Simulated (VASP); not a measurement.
All values below come from PBE GGA, VASP's PBE PAW potentials (set 64) (plane waves; VASP).

VASP input:

File POSCAR:
```
CeO2
1
    0.0000000000     2.7306101479     2.7306101479
    2.7306101479     0.0000000000     2.7306101479
    2.7306101479     2.7306101479     0.0000000000
Ce O
1 2
Direct
  0.0000000000   0.0000000000   0.0000000000
  0.2500000000   0.2500000000   0.2500000000
  0.7500000000   0.7500000000   0.7500000000
```

File KPOINTS:
```
Automatic mesh
0
Gamma
10 10 10
0 0 0
```

**INCAR**
```
! general
SYSTEM    =  CeO2
PREC      =  Accurate
ENCUT     =  520
LREAL     =  .FALSE.
LASPH     =  .TRUE.

! electronic loop
EDIFF     =  1E-8
NELM      =  100
ALGO      =  Normal
LMAXMIX   =  6

! smearing
ISMEAR    =  0
SIGMA     =  0.01

! functional
GGA       =  PE

! ions
IBRION    =  8
NSW       =  1

! output
LWAVE     =  .FALSE.
LCHARG    =  .FALSE.

! other
LEPSILON  =  .TRUE.
```

POTCAR, in this order: Ce O (PBE.64 set). Program: vasp_std.

The run wrote:

### OSZICAR
```
...
RMM:   4    -0.808566777012E+00   -0.23710E-01   -0.32467E-02  6231   0.131E+00    0.105E-01
RMM:   5    -0.809333541173E+00   -0.76676E-03   -0.89876E-03  7411   0.460E-01    0.112E-01
RMM:   6    -0.810886560453E+00   -0.15530E-02   -0.20859E-03  7687   0.254E-01    0.895E-02
RMM:   7    -0.812842864069E+00   -0.19563E-02   -0.11288E-03  8212   0.152E-01    0.623E-02
RMM:   8    -0.814717636687E+00   -0.18748E-02   -0.63260E-04  8004   0.116E-01    0.230E-02
RMM:   9    -0.814637928480E+00    0.79708E-04   -0.37342E-04  7925   0.863E-02    0.939E-03
RMM:  10    -0.814833181458E+00   -0.19525E-03   -0.16747E-04  8598   0.546E-02    0.639E-03
RMM:  11    -0.814873437437E+00   -0.40256E-04   -0.15227E-04  8178   0.418E-02    0.755E-03
RMM:  12    -0.814820475683E+00    0.52962E-04   -0.57397E-05  8589   0.300E-02    0.160E-02
RMM:  13    -0.814811797728E+00    0.86780E-05   -0.55930E-05  8412   0.248E-02    0.170E-02
RMM:  14    -0.814846008158E+00   -0.34210E-04   -0.29726E-05  8433   0.202E-02    0.141E-02
RMM:  15    -0.814865298882E+00   -0.19291E-04   -0.21975E-05  8036   0.167E-02    0.150E-02
 Linear response to external field, progress :
  Direction:   3
       N       E                     dE             d eps       ncg     rms          rms(c)
RMM:   1    -0.417198042874E+00   -0.41720E+00   -0.19844E+00  4902   0.340E+01
RMM:   2    -0.767109995680E+00   -0.34991E+00   -0.20228E-01  5275   0.400E+00    0.888E-01
RMM:   3    -0.784856997158E+00   -0.17747E-01   -0.71408E-02  5750   0.160E+00    0.577E-01
RMM:   4    -0.808566717696E+00   -0.23710E-01   -0.32466E-02  6229   0.131E+00    0.105E-01
RMM:   5    -0.809334091652E+00   -0.76737E-03   -0.89877E-03  7402   0.460E-01    0.112E-01
RMM:   6    -0.810887729577E+00   -0.15536E-02   -0.20882E-03  7686   0.254E-01    0.895E-02
RMM:   7    -0.812840712079E+00   -0.19530E-02   -0.11269E-03  8208   0.152E-01    0.624E-02
RMM:   8    -0.814720057302E+00   -0.18793E-02   -0.63172E-04  7992   0.116E-01    0.230E-02
RMM:   9    -0.814638743275E+00    0.81314E-04   -0.37432E-04  7917   0.864E-02    0.938E-03
RMM:  10    -0.814833061180E+00   -0.19432E-03   -0.16182E-04  8589   0.546E-02    0.641E-03
RMM:  11    -0.814873390009E+00   -0.40329E-04   -0.15467E-04  8174   0.419E-02    0.757E-03
RMM:  12    -0.814818809298E+00    0.54581E-04   -0.57143E-05  8580   0.301E-02    0.161E-02
RMM:  13    -0.814811923922E+00    0.68854E-05   -0.55890E-05  8413   0.248E-02    0.169E-02
RMM:  14    -0.814847720825E+00   -0.35797E-04   -0.30146E-05  8419   0.202E-02    0.139E-02
RMM:  15    -0.814866441860E+00   -0.18721E-04   -0.22213E-05  8023   0.167E-02    0.148E-02
 Linear response DOF=           2
 Linear response progress:
  Degree of freedom:   1/  2
       N       E                     dE             d eps       ncg     rms          rms(c)
RMM:   1    -0.325742041082E+00   -0.32574E+00   -0.19743E-01  5768   0.112E+01
RMM:   2    -0.340981241158E+00   -0.15239E-01   -0.96415E-02  6255   0.229E+00    0.253E-01
RMM:   3    -0.343297895671E+00   -0.23167E-02   -0.19381E-02  7423   0.700E-01    0.130E-01
RMM:   4    -0.344657304094E+00   -0.13594E-02   -0.54556E-03  8055   0.327E-01    0.667E-02
RMM:   5    -0.345748568042E+00   -0.10913E-02   -0.25678E-03  8076   0.216E-01    0.388E-02
RMM:   6    -0.346293701806E+00   -0.54513E-03   -0.19560E-03  7598   0.168E-01    0.429E-02
RMM:   7    -0.346737674278E+00   -0.44397E-03   -0.10548E-03  8413   0.123E-01    0.263E-02
RMM:   8    -0.347313241288E+00   -0.57557E-03   -0.82716E-04  7283   0.122E-01    0.211E-02
RMM:   9    -0.347282576184E+00    0.30665E-04   -0.33494E-04  7238   0.862E-02    0.620E-03
RMM:  10    -0.347450391162E+00   -0.16781E-03   -0.43161E-04  8439   0.656E-02    0.341E-03
RMM:  11    -0.347431237771E+00    0.19153E-04   -0.15279E-04  8443   0.491E-02    0.688E-03
RMM:  12    -0.347526633163E+00   -0.95395E-04   -0.19516E-04  8427   0.419E-02    0.456E-03
RMM:  13    -0.347645920258E+00   -0.11929E-03   -0.84352E-05  8254   0.345E-02    0.605E-03
RMM:  14    -0.347544839706E+00    0.10108E-03   -0.66331E-05  7716   0.284E-02    0.124E-02
RMM:  15    -0.347659072952E+00   -0.11423E-03   -0.55401E-05  7894   0.258E-02    0.105E-03
RMM:  16    -0.347668769603E+00   -0.96967E-05   -0.30361E-05  8632   0.199E-02    0.188E-03
RMM:  17    -0.347677943754E+00   -0.91742E-05   -0.35431E-05  8651   0.172E-02    0.428E-03
RMM:  18    -0.347692774837E+00   -0.14831E-04   -0.18094E-05  8386   0.143E-02    0.385E-03
RMM:  19    -0.347704915287E+00   -0.12140E-04   -0.16590E-05  8452   0.122E-02    0.416E-03
RMM:  20    -0.347756862154E+00   -0.51947E-04   -0.10919E-05  8019   0.117E-02    0.126E-03
RMM:  21    -0.347752360102E+00    0.45021E-05   -0.86612E-06  8381   0.909E-03    0.315E-04
RMM:  22    -0.347753611668E+00   -0.12516E-05   -0.69718E-06  8765   0.788E-03    0.119E-03
RMM:  23    -0.347762490573E+00   -0.88789E-05   -0.52260E-06  8107   0.685E-03    0.713E-04
RMM:  24    -0.347762556430E+00   -0.65857E-07   -0.39444E-06  8559   0.583E-03    0.136E-03
RMM:  25    -0.347767344542E+00   -0.47881E-05   -0.33441E-06  7985   0.518E-03    0.126E-03
RMM:  26    -0.347767296732E+00    0.47810E-07   -0.24308E-06  8563   0.445E-03    0.171E-03
RMM:  27    -0.347766841194E+00    0.45554E-06   -0.22210E-06  8424   0.388E-03    0.216E-03
RMM:  28    -0.347767350704E+00   -0.50951E-06   -0.16342E-06  8519   0.340E-03    0.240E-03
RMM:  29    -0.347765365931E+00    0.19848E-05   -0.14894E-06  7336   0.301E-03    0.292E-03
RMM:  30    -0.347764900188E+00    0.46574E-06   -0.10857E-06  7861   0.264E-03    0.322E-03
RMM:  31    -0.347765461065E+00   -0.56088E-06   -0.11259E-06  7641   0.233E-03    0.333E-03
RMM:  32    -0.347766459542E+00   -0.99848E-06   -0.77918E-07  7491   0.209E-03    0.338E-03
 Linear response progress:
  Degree of freedom:   2/  2
       N       E                     dE             d eps       ncg     rms          rms(c)
RMM:   1    -0.377576992104E+00   -0.37758E+00    0.19517E-01 12411   0.428E+00
RMM:   2    -0.364120529678E+00    0.13456E-01   -0.19504E-02  8848   0.111E+00    0.258E-01
RMM:   3    -0.367237864219E+00   -0.31173E-02   -0.10021E-02 10788   0.437E-01    0.169E-01
RMM:   4    -0.369244455107E+00   -0.20066E-02   -0.17610E-03 10515   0.271E-01    0.448E-02
RMM:   5    -0.369323051986E+00   -0.78597E-04   -0.37952E-04 13392   0.769E-02    0.233E-02
RMM:   6    -0.369413621651E+00   -0.90570E-04   -0.57392E-05 14081   0.311E-02    0.636E-03
RMM:   7    -0.369439092552E+00   -0.25471E-04   -0.10686E-05 14622   0.149E-02    0.450E-03
RMM:   8    -0.369442272988E+00   -0.31804E-05   -0.28781E-06 14037   0.109E-02    0.347E-03
RMM:   9    -0.369446641179E+00   -0.43682E-05   -0.16811E-06 15036   0.693E-03    0.114E-03
RMM:  10    -0.369447548711E+00   -0.90753E-06   -0.89170E-07 14207   0.500E-03    0.635E-04
RMM:  11    -0.369447807215E+00   -0.25850E-06   -0.45896E-07 15658   0.297E-03    0.654E-04
RMM:  12    -0.369447948985E+00   -0.14177E-06   -0.26834E-07 15310   0.204E-03    0.125E-03
RMM:  13    -0.369447805330E+00    0.14366E-06   -0.21376E-07 14856   0.167E-03    0.666E-04
RMM:  14    -0.369447860885E+00   -0.55555E-07   -0.11274E-07 15434   0.119E-03    0.536E-04
RMM:  15    -0.369447695680E+00    0.16520E-06   -0.68720E-08 15199   0.917E-04    0.417E-04
RMM:  16    -0.369447727669E+00   -0.31989E-07   -0.29655E-08 15314   0.710E-04    0.268E-04
RMM:  17    -0.369447749961E+00   -0.22292E-07   -0.25552E-08 15532   0.567E-04    0.232E-04
RMM:  18    -0.369447765164E+00   -0.15202E-07    0.34399E-09 14363   0.460E-04    0.182E-04
RMM:  19    -0.369447874730E+00   -0.10957E-06   -0.28736E-09 12335   0.496E-04    0.180E-04
RMM:  20    -0.369447877284E+00   -0.25539E-08   -0.10540E-09 14226   0.336E-04    0.115E-04
 Linear response finished
```

### OUTCAR
```
------------------------ aborting loop because EDIFF is reached ----------------------------------------

 HEAD OF MICROSCOPIC STATIC DIELECTRIC TENSOR (INDEPENDENT PARTICLE, excluding Hartree and local field effects)
 ------------------------------------------------------
           8.115490     0.000000     0.000000
          -0.000000     8.115490     0.000000
           0.000000    -0.000000     8.115490
 ------------------------------------------------------

 MACROSCOPIC STATIC DIELECTRIC TENSOR (including local field effects in DFT)
 ------------------------------------------------------
           7.949189     0.000000    -0.000000
           0.000000     7.949189     0.000000
           0.000000     0.000000     7.949189
 ------------------------------------------------------

 PIEZOELECTRIC TENSOR (including local field effects)  for field in x, y, z        (e  Angst)
          XX          YY          ZZ          XY          YZ          ZX
  --------------------------------------------------------------------------------
  x     0.00000     0.00000     0.00000     0.00000     0.00000     0.00000
  y     0.00000     0.00000     0.00000     0.00000     0.00000     0.00000
  z     0.00000     0.00000     0.00000     0.00000     0.00000     0.00000

 PIEZOELECTRIC TENSOR (including local field effects)  for field in x, y, z        (C/m^2)
          XX          YY          ZZ          XY          YZ          ZX
  --------------------------------------------------------------------------------
  x     0.00000     0.00000     0.00000     0.00000     0.00000     0.00000
  y     0.00000     0.00000     0.00000     0.00000     0.00000     0.00000
  z     0.00000     0.00000     0.00000     0.00000     0.00000     0.00000

 BORN EFFECTIVE CHARGES (including local field effects) (in |e|, cummulative output)
 ---------------------------------------------------------------------------------
 ion    1
    1     5.76218    -0.00000     0.00000
    2     0.00000     5.76218     0.00000
    3     0.00000     0.00000     5.76218
 ion    2
    1    -2.88109     0.00000     0.00000
    2     0.00000    -2.88109     0.00000
    3     0.00000     0.00000    -2.88109
 ion    3
    1    -2.88109     0.00000     0.00000
    2     0.00000    -2.88109     0.00000
    3     0.00000     0.00000    -2.88109

   1 f  =   12.528853 THz    78.721104 2PiTHz  417.917546 cm-1    51.815149 meV
             X         Y         Z           dx          dy          dz
      0.000000  0.000000  0.000000     0.000000   -0.000000   -0.000000
      1.365305  1.365305  1.365305    -0.593261    0.384761    0.000000
      4.095915  4.095915  4.095915     0.593261   -0.384761   -0.000000

   2 f  =   12.528853 THz    78.721104 2PiTHz  417.917546 cm-1    51.815149 meV
             X         Y         Z           dx          dy          dz
      0.000000  0.000000  0.000000     0.000000    0.000000   -0.000000
      1.365305  1.365305  1.365305     0.000000    0.000000   -0.707107
      4.095915  4.095915  4.095915    -0.000000   -0.000000    0.707107

   3 f  =   12.528853 THz    78.721104 2PiTHz  417.917546 cm-1    51.815149 meV
             X         Y         Z           dx          dy          dz
      0.000000  0.000000  0.000000    -0.000000   -0.000000   -0.000000
      1.365305  1.365305  1.365305    -0.384761   -0.593261    0.000000
      4.095915  4.095915  4.095915     0.384761    0.593261    0.000000

   4 f  =    7.718649 THz    48.497704 2PiTHz  257.466429 cm-1    31.921754 meV
             X         Y         Z           dx          dy          dz
      0.000000  0.000000  0.000000     0.187836    0.087140   -0.382051
      1.365305  1.365305  1.365305    -0.275278   -0.127706    0.559905
      4.095915  4.095915  4.095915    -0.275278   -0.127706    0.559905

   5 f  =    7.718649 THz    48.497704 2PiTHz  257.466429 cm-1    31.921754 meV
             X         Y         Z           dx          dy          dz
      0.000000  0.000000  0.000000     0.052854    0.414169    0.120451
      1.365305  1.365305  1.365305    -0.077459   -0.606976   -0.176524
      4.095915  4.095915  4.095915    -0.077459   -0.606976   -0.176524

   6 f  =    7.718649 THz    48.497704 2PiTHz  257.466429 cm-1    31.921754 meV
             X         Y         Z           dx          dy          dz
      0.000000  0.000000  0.000000    -0.388282    0.098533   -0.168425
      1.365305  1.365305  1.365305     0.569037   -0.144402    0.246832
      4.095915  4.095915  4.095915     0.569037   -0.144402    0.246832

   7 f/i=    0.028840 THz     0.181210 2PiTHz    0.962014 cm-1     0.119275 meV
             X         Y         Z           dx          dy          dz
      0.000000  0.000000  0.000000    -0.073621   -0.013026    0.897537
      1.365305  1.365305  1.365305    -0.025118   -0.004444    0.306216
      4.095915  4.095915  4.095915    -0.025118   -0.004444    0.306216

   8 f/i=    0.028840 THz     0.181210 2PiTHz    0.962014 cm-1     0.119275 meV
             X         Y         Z           dx          dy          dz
      0.000000  0.000000  0.000000    -0.260198   -0.861576   -0.033847
      1.365305  1.365305  1.365305    -0.088773   -0.293948   -0.011548
      4.095915  4.095915  4.095915    -0.088773   -0.293948   -0.011548

   9 f/i=    0.028840 THz     0.181210 2PiTHz    0.962014 cm-1     0.119275 meV
             X         Y         Z           dx          dy          dz
      0.000000  0.000000  0.000000    -0.859092    0.262067   -0.066664
      1.365305  1.365305  1.365305    -0.293100    0.089410   -0.022744
      4.095915  4.095915  4.095915    -0.293100    0.089410   -0.022744

 MACROSCOPIC STATIC DIELECTRIC TENSOR IONIC CONTRIBUTION
 ------------------------------------------------------
          23.021278    -0.000000     0.000000
          -0.000000    23.021278    -0.000000
           0.000000    -0.000000    23.021278
 ------------------------------------------------------

 ELASTIC MODULI CONTR FROM IONIC RELAXATION (kBar)
 Direction    XX          YY          ZZ          XY          YZ          ZX
 --------------------------------------------------------------------------------
 XX          -0.0000     -0.0000     -0.0000     -0.0000     -0.0000      0.0000
...
```
(Selected blocks of OUTCAR.)

The dielectric response may not be converged in the k-mesh; for small gaps it tends to come out too large.

The compound is CeO2 in the fluorite structure. It was relaxed first. The run is not spin-polarised, so no magnetic state was tried.
